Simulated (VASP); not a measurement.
Write the native input for VASP 6.6.1 that does the following.

| Item | Value |
| --- | --- |
| Task | single point |
| Functional | PBE |
| Potentials or basis | VASP PAW PBE potentials, release 64 (B, Pt) |
| Cutoff | 520 eV |
| k mesh | 12 × 12 × 12 |
| Occupations | fermi-dirac, width 0.05 eV |
| Spin | no spin polarisation |
| Further INCAR settings | ALGO = Normal; EDIFF = 1e-07; NBANDS = 14 |

The structure of BPt lies in POSCAR:

```
BPt
1.0
   -1.6113195500      1.6113195500      2.2516265200
    1.6113195500     -1.6113195500      2.2516265200
    1.6113195500      1.6113195500     -2.2516265200
B Pt
1 1
Direct
    0.5000000000      0.5000000000      0.0000000000
    0.0000000000      0.0000000000      0.0000000000
```

The cell was built by a generator and needn't be a form met in nature.

One way to write it, as run:

INCAR

```
PREC     = Accurate       # precision mode
ENCUT    = 520            # plane-wave cutoff, eV
EDIFF    = 1E-7           # SCF threshold, eV
ISMEAR   = -1             # smearing method
SIGMA    = 0.05           # smearing width, eV
LREAL    = F              # projectors in reciprocal space
LASPH    = T              # aspherical terms in the spheres
NELM     = 80             # most SCF steps
ALGO     = Normal         # electronic algorithm
ISIF     = 2              # what is computed and relaxed
LWAVE    = F              # write WAVECAR
LCHARG   = F              # write CHGCAR
GGA      = PE             # functional
NBANDS   = 14             # bands
```

KPOINTS

```
Automatic mesh
0
Gamma
  12 12 12
```

Potentials or basis: VASP PAW PBE potentials, release 64 (B, Pt).

Command:

```console
$ cat potpaw_PBE.64/B/POTCAR potpaw_PBE.64/Pt/POTCAR > POTCAR
$ mpirun -np 1 vasp_std > vasp.out
```

It gave:

```
Pressure               : -0.9 GPa
Band gap on the k mesh : none (metal or under the smearing width)
```

Wall time 43 s on 1 thread of Intel(R) Xeon(R) Platinum 8375C CPU @ 2.90GHz (Ice Lake), with other jobs on the host, peak memory 0.18 GiB.
